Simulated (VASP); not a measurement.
OSZICAR of a VASP run on GaCo (atoms displaced from the space group 221 structure):

**OSZICAR**
```
       N       E                     dE             d eps       ncg     rms          rms(c)
DAV:   1     0.735221956368E+02    0.73522E+02   -0.73897E+03  8450   0.160E+03
DAV:   2    -0.723934283284E+01   -0.80762E+02   -0.78277E+02  7724   0.258E+02
DAV:   3    -0.107769971444E+02   -0.35377E+01   -0.35089E+01  8890   0.582E+01
DAV:   4    -0.108226770480E+02   -0.45680E-01   -0.45661E-01  9315   0.613E+00
DAV:   5    -0.108240520259E+02   -0.13750E-02   -0.13749E-02  9827   0.940E-01    0.119E+01
DAV:   6    -0.122694864249E+02   -0.14454E+01   -0.18752E+01  8155   0.532E+01    0.120E+01
DAV:   7    -0.104588979532E+02    0.18106E+01   -0.73911E+00  7813   0.399E+01    0.302E+00
DAV:   8    -0.104945352958E+02   -0.35637E-01   -0.26349E-01  9866   0.525E+00    0.137E+00
DAV:   9    -0.104909666684E+02    0.35686E-02   -0.19380E-02  9695   0.143E+00    0.624E-01
DAV:  10    -0.104895305932E+02    0.14361E-02   -0.46716E-03 10930   0.693E-01    0.203E-01
DAV:  11    -0.104897946745E+02   -0.26408E-03   -0.38049E-04 10160   0.220E-01    0.790E-02
DAV:  12    -0.104898422692E+02   -0.47595E-04   -0.14523E-04 11302   0.111E-01    0.674E-02
DAV:  13    -0.104898975516E+02   -0.55282E-04   -0.81346E-05 10204   0.876E-02    0.437E-02
DAV:  14    -0.104899382062E+02   -0.40655E-04   -0.71855E-05  9598   0.714E-02    0.353E-02
DAV:  15    -0.104899849801E+02   -0.46774E-04   -0.19150E-04  9753   0.113E-01    0.278E-02
DAV:  16    -0.104900336005E+02   -0.48620E-04   -0.10161E-03  9664   0.267E-01    0.209E-02
DAV:  17    -0.104900758415E+02   -0.42241E-04   -0.14575E-04 10791   0.889E-02    0.125E-02
DAV:  18    -0.104900897569E+02   -0.13915E-04   -0.16927E-04  9390   0.105E-01    0.106E-02
DAV:  19    -0.104900925927E+02   -0.28358E-05   -0.27129E-04 10184   0.132E-01    0.107E-02
DAV:  20    -0.104901014897E+02   -0.88970E-05   -0.68833E-05  9740   0.711E-02    0.506E-03
DAV:  21    -0.104901021284E+02   -0.63868E-06   -0.67739E-05  8755   0.693E-02    0.375E-03
DAV:  22    -0.104901037872E+02   -0.16588E-05   -0.16421E-06  6475   0.885E-03    0.114E-03
DAV:  23    -0.104901039153E+02   -0.12816E-06   -0.51692E-07  4036   0.558E-03
   1 F= -.10490104E+02 E0= -.10472074E+02  d E =-.360594E-01  mag=    -0.0000
```

Problem. Which electronic solver shows in the log?

Solution. It is blocked Davidson (ALGO = Normal, or the opening steps of other solvers). The INCAR had ALGO = Normal.

Problem. How was spin treated?

Solution. Collinear spin (ISPIN = 2): the summary line carries one mag value, 0.00 μB in the cell.

Problem. Can the final energy be trusted as converged?

Solution. The run converged. It stopped with EDIFF = 1E-6, NELM = 100 (PBE GGA, plane waves, VASP's PBE PAW potentials (set 64)).   The run has a spin-polarised start.

The structure comes from a computed database's GaCo entry; how it stands against other phases isn't given here. The cell was not relaxed at this level, atoms are displaced from their ideal sites. The k-mesh is coarse (spacing up to 0.37 per Å, 2π included), so the numbers may not be converged in it. The run is one of a series of settings (KPOINTS 6×6×6 Γ-centred mesh against the base run), some of them coarse on purpose.
